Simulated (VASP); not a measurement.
A convergence study with VASP on CoSi2 (fluorite): one setting is varied, all else stays as given below, so the limit is that of these other settings.

```
CoSi2
1.0
    0.00000     2.68000     2.68000
    2.68000     0.00000     2.68000
    2.68000     2.68000     0.00000
Co Si
1 2
Direct
  0.00000   0.00000   0.00000
  0.25000   0.25000   0.25000
  0.75000   0.75000   0.75000
```

All values below come from PBEsol GGA, VASP's PBE PAW potentials (set 64) (plane waves; VASP). The tightest run used: 550 eV cut-off, 15×15×15 Monkhorst-Pack mesh, first-order Methfessel-Paxton smearing of 0.10 eV, potentials Co Si.

| setting | E (eV/atom) | pressure (GPa) | irreducible k-points |
|---|---|---|---|
| 1×1×1 mesh | 0.3991 | 104.12 | 1 |
| 2×2×2 mesh | -7.0863 | -5.68 | 2 |
| 3×3×3 mesh | -6.9244 | -5.15 | 4 |
| 4×4×4 mesh | -6.9882 | -4.71 | 10 |
| 5×5×5 mesh | -6.9800 | -4.54 | 10 |
| 6×6×6 mesh | -6.9868 | -4.80 | 28 |
| 7×7×7 mesh | -6.9908 | -4.87 | 20 |

Q: These are the cheaper rows. Estimate the results at 15×15×15 mesh, and how far the last row shown lies from them.

A: 
```csv
quantity,tightest run,last row shown is off by
E (eV/atom),-6.9885,-0.0023
pressure (GPa),-4.91,0.04
```

VASP warned of too few bands at 1×1×1 mesh.

Left out are rungs that failed or repeat a setting and relaxations that didn't move; long series are thinned to 24 rows.

The compound is CoSi2 in the fluorite structure. The cell was not relaxed at this level. The run is not spin-polarised, so no magnetic state was tried. The electron count is odd and the run is not spin-polarised, which forces a metal. VASP warned that the highest band is occupied, so more bands are needed.
